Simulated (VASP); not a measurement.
Method: SCAN meta-GGA, VASP's PBE PAW potentials (set 64) (plane waves; VASP 6.6.1).

A VASP calculation is set up with these files.

INCAR:
```
LREAL = .False.
EDIFF = 1E-7   ! SCF stop (eV)
LMIXTAU = .True.
METAGGA = SCAN
PREC = Accurate
LWAVE = .False.
ISMEAR = 1   ! Methfessel-Paxton
ENCUT = 520   ! plane-wave cut-off (eV)
LMAXMIX = 6
ISIF = 2   ! forces and stress, cell fixed
NELM = 100
ALGO = Normal   ! blocked Davidson
LASPH = .True.   ! aspherical one-centre terms
SYSTEM = Au
LCHARG = .False.
SIGMA = 0.1   ! width (eV)
```

### KPOINTS
```
Automatic mesh
0
Gamma
15 15 15
0 0 0
```

File POSCAR:
```
Au
1
    0.0000000000     2.0025056035     2.0025056035
    2.0025056035     0.0000000000     2.0025056035
    2.0025056035     2.0025056035     0.0000000000
Au
1
Direct
  0.0000000000   0.0000000000   0.0000000000
```

POTCAR, in this order: Au (PBE.64 set). Program: vasp_std.

Output

OSZICAR:
```
       N       E                     dE             d eps       ncg     rms          rms(c)
DAV:   1    -0.257904056739E+02   -0.25790E+02   -0.61203E+03  2352   0.113E+03
DAV:   2    -0.738346890876E+02   -0.48044E+02   -0.45237E+02  2240   0.208E+02
DAV:   3    -0.742442751197E+02   -0.40959E+00   -0.40943E+00  2562   0.206E+01
DAV:   4    -0.742450973655E+02   -0.82225E-03   -0.82223E-03  2541   0.987E-01
DAV:   5    -0.742451006933E+02   -0.33278E-05   -0.33281E-05  2406   0.568E-02    0.122E+01
DAV:   6    -0.681481034897E+02    0.60970E+01   -0.32522E+00  2218   0.164E+01    0.536E+00
DAV:   7    -0.692028820566E+02   -0.10548E+01   -0.12690E+00  2162   0.159E+01    0.538E+00
DAV:   8    -0.722477745913E+02   -0.30449E+01   -0.42106E-01  2180   0.953E+00    0.752E+00
DAV:   9    -0.706568449578E+02    0.15909E+01   -0.14597E+00  2219   0.121E+01    0.579E+00
DAV:  10    -0.691412403180E+02    0.15156E+01   -0.18228E+00  2222   0.150E+01    0.613E-01
DAV:  11    -0.691561613500E+02   -0.14921E-01   -0.19670E-02  2176   0.202E+00    0.631E-01
DAV:  12    -0.691563232354E+02   -0.16189E-03   -0.99994E-04  2320   0.315E-01    0.488E-01
DAV:  13    -0.691558440824E+02    0.47915E-03   -0.61835E-04  2178   0.419E-01    0.233E-01
DAV:  14    -0.691567155316E+02   -0.87145E-03   -0.16852E-03  2307   0.397E-01    0.145E-01
DAV:  15    -0.691571520893E+02   -0.43656E-03   -0.23421E-04  2168   0.242E-01    0.120E-01
DAV:  16    -0.691570975448E+02    0.54544E-04   -0.93060E-05  2332   0.922E-02    0.250E-02
DAV:  17    -0.691570706658E+02    0.26879E-04   -0.75743E-05  2375   0.789E-02    0.524E-02
DAV:  18    -0.691570727046E+02   -0.20388E-05   -0.66101E-06  2229   0.249E-02    0.519E-02
DAV:  19    -0.691570817330E+02   -0.90284E-05   -0.20600E-05  2388   0.413E-02    0.687E-03
DAV:  20    -0.691570850504E+02   -0.33174E-05   -0.49243E-07  2297   0.105E-02    0.171E-03
DAV:  21    -0.691570860544E+02   -0.10039E-05   -0.28685E-07  1297   0.499E-03    0.510E-04
DAV:  22    -0.691570859935E+02    0.60824E-07   -0.64469E-08  1096   0.259E-03
   1 F= -.69157086E+02 E0= -.69157076E+02  d E =-.311685E-04
```

OUTCAR:
```
------------------------ aborting loop because EDIFF is reached ----------------------------------------
  FORCE on cell =-STRESS in cart. coord.  units (eV):
  Direction    XX          YY          ZZ          XY          YZ          ZX
  --------------------------------------------------------------------------------------
  Total        1.2113188      1.2113188      1.2113188     -0.0000000     -0.0000000      0.0000000
  in kB      120.8419789    120.8419789    120.8419789     -0.0000000     -0.0000000      0.0000000
  external PRESSURE =     120.8419789 kB  Pullay stress =       0.0000000 kB
  volume of cell :       16.06
      direct lattice vectors                 reciprocal lattice vectors
     0.000000000  2.002505603  2.002505603    -0.249687191  0.249687191  0.249687191
     2.002505603  0.000000000  2.002505603     0.249687191 -0.249687191  0.249687191
     2.002505603  2.002505603  0.000000000     0.249687191  0.249687191 -0.249687191
 POSITION                                       TOTAL-FORCE (eV/Angst)
 -----------------------------------------------------------------------------------
      0.00000      0.00000      0.00000         0.000000      0.000000     -0.000000
 -----------------------------------------------------------------------------------
    total drift:                               -0.000000     -0.000000     -0.000000
  FREE ENERGIE OF THE ION-ELECTRON SYSTEM (eV)
  ---------------------------------------------------
  free  energy   TOTEN  =       -69.1570859935 eV

  energy  without entropy=      -69.1570548250  energy(sigma->0) =      -69.15707560
```
(Selected blocks of OUTCAR.)

The compound is Au in the fcc structure. This cell is one point of a volume scan, at 0.94 of the reference volume.
